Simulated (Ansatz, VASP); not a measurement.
# TaN in two plane-wave programs

One calculation is typed for both programs; each brings its own data sets. How far apart do they land? The cell is taken from a series of runs on this material, whose earlier steps may have relaxed, scaled, displaced or heated it; both programs get it as it stands.

Program: Ansatz 0.2.0. Level of theory: plane waves, with VASP 6.6.1 beside it; zone-centre phonons at PBEsol. Results are calculated unless marked as measured.

## Step 1: Set-up

It takes space group P-6m2 (No. 187, hexagonal). The conventional cell has a = 2.865 Å, b = 2.865 Å, c = 2.893 Å, α = 90.00°, β = 90.00°, γ = 120.00°. Nearest to N lie 6 Ta at 2.20 Å. Nearest to Ta lie 6 N at 2.20 Å. Farther neighbours and most contacts between anions are not listed.

## Step 2: Ansatz: zone-centre phonons, PBEsol

Ansatz runs on its PAW soft_1 files.

Second derivatives magnify differences that forces hide, and they need a tight electronic threshold.

input.yaml reads:

```yaml
crystal:
  lattice:
    - [2.865354742, 0.0, 0.0]
    - [-1.432677371, 2.4814699974, 0.0]
    - [0.0, 0.0, 2.8933099318]
  atoms:
    - { symbol: "N", position: [0.6666666667, 0.3333333333, 0.0] }
    - { symbol: Ta, position: [0.0, 0.0, 0.5] }
kpoints:
  mp_grid: { grid: [18, 18, 16] }
hamiltonian:
  xc: pbesol
  pseudopotentials: { kind: paw, azcp: { folder: soft_1 }, xc_functional: pbe }
scf:
  occupations: { method: methfessel_paxton, width: 0.2 }
output:
  eigenvalues: true
phonons:
  method: dfpt
```

The run is started by

```
ansatz run input.yaml --threads 4 --pin off --max-ram 10240MiB --backend cpu --events-out ev --progress --plain --runs-dir out
```

Numbers of over 12 decimals in the logs are rounded to 6 here.

Log:

```text
zone centre: on kpoints.mp_grid the ground state, and the responses unless they are solved on pairs of k-points, stand on 819 of the mesh's 5184 k-points, reduced under 4 symmetry operations, with k and −k counted as one. Each operation leaves every solved displacement unchanged or reverses it
Engine: ansatz 0.2.0, x86_64-unknown-linux-gnu
Pseudopotentials: kind: paw
Pseudopotential: N, paw, valence charge 5, recommended cutoff 420 eV (normal), soft_1/N.paw.azcp
Pseudopotential: Ta, paw, valence charge 13, recommended cutoff 420 eV (normal), soft_1/Ta.paw.azcp
Functional definition: PBEsol
  exchange = pbesol_x
  correlation = pbesol_c
Crystal: 2 atoms, lattice volume = 20.572 Å³
Basis set: ecut = 420 eV, 405 PW (Γ), exchange–correlation on 40×40×40 points (8 copies of the dense FFT grid, shifted against one another)
Bands: 13, of which v1, the nominal top of the filled ones, is band 9 counted from 1 (8 counted from 0)
Symmetry: 12 space group operations
k-points: 819 of 5184 (irreducible under 4 space group operations, time reversal used)
Non-local potential: N, projectors of the file, l = 0: 2, l = 1: 2, l = 2: 1
Non-local potential: Ta, projectors of the file, l = 0: 3, l = 1: 2, l = 2: 2, l = 3: 1
PAW form: soft (Blöchl's): semilocal exchange-correlation on the pseudo side does not see the compensation charge
PAW frozen core: N, regenerated for the run's functional, and the local potential with it (the file was generated under x = pbe(κ = 0.804, μ = 0.219515), c = pbe(β = 0.066725))
PAW frozen core: Ta, regenerated for the run's functional, and the local potential with it (the file was generated under x = pbe(κ = 0.804, μ = 0.219515), c = pbe(β = 0.066725))
PAW one-centre angular grid: N, 110 points (default); XC on 64 Gauss nodes
PAW one-centre angular grid: Ta, 590 points (default); XC on 64 Gauss nodes
Initial density: superposition of atomic densities (chi_scale 0.1, normalization cell, long waves kept (reshape's long-wave potential 0.00 eV rms))
Initial wavefunctions: pseudopotential atomic-orbital guess
Functional: x = pbesol(κ = 0.804, μ = 0.123457), c = pbesol(β = 0.046)
SCF iter   1: F=—  HF=-10188.551819 eV  |F-HF|=—  |Δ(HF+E_count)|=         —  Δρ=5.07e-2  dr2=3.11e-1  ethr=3.10e-3  ⟨swp⟩=5.0  Hψ=52995  notcnv=0
preconditioner: auto → none  [metal: Δε(μ)=0.064 eV  Ē_g=11.540 eV  σ=0.200 eV  W_gap=0.26  n_scr=8 (ndim 8)  ℏωp=25.9 eV  f_vac=0.000  D(μ)=0.05/eV (n_scr^D=0)  sad-step TF]
SCF iter   2: F=—  HF=-10188.534197 eV  |F-HF|=—  |Δ(HF+E_count)|=   1.76e-2  S|Δr|=    0.00e0  Δρ=3.18e-2  dr2=1.33e-1  ethr=1.73e-3  ⟨swp⟩=1.0  Hψ=17199  notcnv=0
SCF iter   3: F=—  HF=-10188.513657 eV  |F-HF|=—  |Δ(HF+E_count)|=   2.05e-2  S|Δr|=    0.00e0  Δρ=1.58e-3  dr2=2.23e-4  ethr=7.38e-4  ⟨swp⟩=2.8  Hψ=15468  notcnv=0
SCF iter   4: F=—  HF=-10188.513800 eV  |F-HF|=—  |Δ(HF+E_count)|=   1.43e-4  S|Δr|=    0.00e0  Δρ=3.24e-4  dr2=2.03e-5  ethr=1.24e-6  ⟨swp⟩=2.3  Hψ=16977  notcnv=0
SCF iter   5: F=—  HF=-10188.513796 eV  |F-HF|=—  |Δ(HF+E_count)|=   4.48e-6  S|Δr|=    0.00e0  Δρ=3.30e-5  dr2=7.50e-8  ethr=1.13e-7  ⟨swp⟩=2.1  Hψ=14381  notcnv=0
SCF iter   6: F=—  HF=-10188.513796 eV  |F-HF|=—  |Δ(HF+E_count)|=   4.75e-8  S|Δr|=    0.00e0  Δρ=6.78e-6  dr2=3.67e-9  ethr=4.17e-10  ⟨swp⟩=2.1  Hψ=17402  notcnv=0
SCF iter   7: F=—  HF=-10188.513796 eV  |F-HF|=—  |Δ(HF+E_count)|=  4.80e-10  S|Δr|=    0.00e0  Δρ=1.02e-6  dr2=7.94e-11  ethr=2.04e-11  ⟨swp⟩=2.6  Hψ=16807  notcnv=0
SCF iter   8: F=-10188.513796 eV  HF=-10188.513796 eV  |F-HF|=5.46e-12  |Δ(HF+E_count)|=  7.28e-12  S|Δr|=    0.00e0  Δρ=7.33e-8  dr2=4.93e-13  ethr=1.00e-12  ⟨swp⟩=6.1  Hψ=46463  notcnv=0
the search or the solves at the SCF's close seem to have found levels that the self-consistency loop had missed (the run counts 3). By its estimate they hold under 1e-12 electrons; where the run keeps them, the occupations were computed again with them
SCF 1 converged in 8 iterations: F = -10188.513796 eV  dr2 = 4.93e-13
  greatest PAW one-centre occupation: 0.999 electrons in one spin orbital (limit 2), on the Ta atom at site 1 (counted from 0), in its partial waves of l = 0
DFPT response loops at Γ: preconditioner auto → Kerker (q_TF=auto, 2.668 Å⁻¹) (partly filled bands, converged f_vac=0.000); β = 1.00, the filter's whole step (`scf.mixing.beta` (0.50) is not read by the response loops under this deck's `scf.mixing.preconditioner`; to damp them name `kerker` or `kerker_dos`, under which they read `scf.mixing.beta`, and type it under 1.00, their step now; both keys bind the ground state too); Broyden in place of MSR1
SCF converged after 8 iterations
Stability not checked: this state was not tested for a lower state beside it, because cold or Methfessel-Paxton smearing, or corrected tetrahedra, fill the levels in a way that the test cannot read (fill_not_monotonic; see scf.lower_state_search)
Free energy (F): -10188.513796 eV
Harris-Foulkes:  -10188.513796 eV  (|F-HF|=5.46e-12)
Internal energy: -10188.514128 eV  (E = F + TS)
E sigma→0 (E₀):  -10188.513879 eV
Entropy (-TS):   0.000332 eV (0.166 meV/atom)
Fermi energy:    20.950904 eV
--- Per-component energies (eV) ---
  E_band       = -38.329894
  E_kinetic    = 526.397211
  E_local      = -556.814776  (includes V_loc(G=0)·N_el)
  E_nonlocal   = 26.628264
  E_hartree    = 201.247880
  E_xc         = -380.040947
  E_vxc        = -311.509259  (∫ρ·V_xc dr)
  E_paw        = -8304.854805  (= ΣΔE_a)
  E_vpaw       = -125.527992  (= ΣTr[D̂ρ^β])
  E_aug_tail   = 0.000893  (compensation charges beyond the density's cutoff)
  E_ewald      = -1701.319661
  E_core_change = 0.241812  (= ΣΔE_core)
  E_smearing   = 0.000332  (= −TS)
  E_closure    = 0.000000  (closes the sum)
  Σ components = -10188.513796   (vs F -10188.513796, Δ=0.00e0)
--- Band table (eV; the first three rows and the last of 819) ---
  k-point 0: bands = [... 5 lower, 16.4757, 16.4757, 16.4865, 17.8655, 23.8021, 24.6478, 24.6478, 25.2259]
  k-point 1: bands = [... 5 lower, 16.1624, 16.5084, 16.5084, 18.1441, 23.9352, 24.0826, 24.0826, 25.6509]
  k-point 2: bands = [... 5 lower, 15.4656, 16.6025, 16.6025, 18.7431, 23.2800, 23.2800, 24.3016, 26.0277]
  k-point 818: bands = [... 5 lower, 13.1656, 14.0419, 16.7926, 19.8855, 25.5462, 26.1214, 27.5169, 28.5339]
--- Phonons (Γ-DFPT): 4 representative perturbations + reference, on 819 of 5184 k-points (Σ response iterations 12) ---
  k mesh reduced under 4 symmetry operations, with k and −k counted as one. Each operation leaves every solved displacement unchanged or reverses it
  ASR residual: 3.684e-5 → 0.000e0 eV/Å²; symmetrization residual: 2.689e-7 eV/Å²
  ASR residual per site (eV/Å²): 3.68e-5 2.29e-5
  Γ frequencies (cm⁻¹): 0.00 0.00 0.00 554.05 554.05 576.60
  non-analytic LO–TO correction: not included (Born effective charges unavailable; polar crystals: no LO–TO splitting at Γ)
```

(Continued in part 2 of 2.)

[Lines on the potential files, build, host, timing and source positions are cut from VASP's logs without a mark.]

[Logs are printed without paths, hosts, clocks, repeated set-up lines and the standing remarks that a program may print on its own settings, such as how far it seeks lower states.]

[Hosts, paths, dates, database ids (printed as entryN), source tags and the programs' standing remarks are cut or masked in the printed files.]
